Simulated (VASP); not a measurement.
A convergence study with VASP on SrTiO$_{3}$ (cubic perovskite): one setting is varied, all else stays as given below, so the limit is that of these other settings.

```xyz
5
Lattice="3.9050 0.0000 0.0000 0.0000 3.9050 0.0000 0.0000 0.0000 3.9050" Properties=species:S:1:pos:R:3 pbc="T T T"
Sr     0.0000     0.0000     0.0000
Ti     1.9525     1.9525     1.9525
O      1.9525     0.0000     1.9525
O      0.0000     1.9525     1.9525
O      1.9525     1.9525     0.0000
```

The numbers are results of PBE GGA, VASP's PBE PAW potentials (set 64) (plane waves; VASP 6.6.1), not measurements. The tightest run used: 700 eV cut-off, 10×10×10 Monkhorst-Pack mesh, Gaussian smearing of 0.050 eV, potentials Sr_sv Ti_sv O.

Q: The settings run are 2×2×2 mesh; 3×3×3 mesh; 4×4×4 mesh; 5×5×5 mesh; 6×6×6 mesh; 7×7×7 mesh; 8×8×8 mesh; 9×9×9 mesh; 10×10×10 mesh. From which on does the energy per atom stay within 0.005 eV/atom of the tightest run?

A: From 4×4×4 mesh on: it is off by 0.0030 there and by no more than 0.005 in any finer run, while 3×3×3 mesh is off by 0.0211.
```tsv
setting	E (eV/atom)	pressure (GPa)	irreducible k-points	difference judged (eV/atom)
2×2×2 mesh	-8.0938	4.06	1	0.0750
3×3×3 mesh	-7.9977	5.07	4	0.0211
4×4×4 mesh	-8.0218	4.71	4	0.0030
5×5×5 mesh	-8.0181	4.76	10	0.0007
6×6×6 mesh	-8.0189	4.75	10	0.0001
7×7×7 mesh	-8.0187	4.75	20	0.0000
8×8×8 mesh	-8.0187	4.75	20	0.0000
9×9×9 mesh	-8.0188	4.75	35	0.0000
10×10×10 mesh	-8.0188	4.75	35	0.0000
```

Left out are rungs that failed or repeat a setting and relaxations that didn't move; long series are thinned to 24 rows.

The compound is SrTiO3 in the cubic perovskite structure, the ideal cubic form; the compound distorts at low or room temperature. The cell was not relaxed at this level.
